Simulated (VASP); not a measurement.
VASP runs on ZnCl2 (space group I-42d) share one base input (PBEsol GGA, plane waves, VASP's PBE PAW potentials (set 64)) and change the settings named in each case.

KPOINTS:
```
Automatic mesh
0
Gamma
5 5 5
0 0 0
```

**INCAR**
```
SYSTEM = ZnCl2
PREC = Accurate; ENCUT = 300; LREAL = .FALSE.
LASPH = .TRUE.
EDIFF = 1E-6; NELM = 100; ALGO = Normal
LMAXMIX = 4
ISMEAR = 0; SIGMA = 0.01
GGA = PS
ISIF = 2
LWAVE = .FALSE.; LCHARG = .FALSE.
```

### POSCAR
```
ZnCl2
5.0571720
 -0.5661312291   0.5661312291   1.0000000000
  0.5661312291  -0.5661312291   1.0000000000
  0.5661312291   0.5661312291  -1.0000000000
Zn Cl
2 4
Cart
  0.0000000000   0.5661312291   0.5000000000
  0.0000000000   0.0000000000   0.0000000000
  0.2830656145   0.2633982156  -0.2500000000
  0.2633982156   0.8491968436   0.2500000000
  0.2830656145   0.3027330134   0.7500000000
  0.3027330134  -0.2830656145   1.2500000000
```

POTCAR, in this order: Zn Cl (PBE.64 set). Program: vasp_std.

| change | E(σ→0) (eV/atom) | pressure (GPa) |
|---|---|---|
| base run | -2.9548 | -3.22 |
| GGA removed, POTCAR Zn Cl (LDA.64 set) | -3.1838 | ___ |
| KPOINTS 1×1×1 Γ-centred mesh | -2.9293 | -3.24 |
| LDAU = .TRUE., LDAUJ = 0 0, LDAUL = 2 -1, LDAUTYPE = 2, LDAUU = 2.0 0 | -2.9078 | ___ |

Some entries are withheld; supply them.

- GGA removed, POTCAR Zn Cl (LDA.64 set), pressure (GPa): -4.99
- LDAU = .TRUE., LDAUJ = 0 0, LDAUL = 2 -1, LDAUTYPE = 2, LDAUU = 2.0 0, pressure (GPa): -3.58

Energies of different potentials or functionals have different zeros.  At 300 eV the pressure can carry a Pulay error.

Left out are runs that ran out of time, are held back, or changed the cell or the kind of run, fixed moments of cells without a moment, rows past the twelfth, gaps on odd meshes, pressures of charged cells and columns that move by less than the noise.

The structure comes from a computed database's ZnCl2 entry (I-42d); how it stands against other phases isn't given here. The cell was not relaxed at this level, its lattice was scaled by up to 2.5 %.
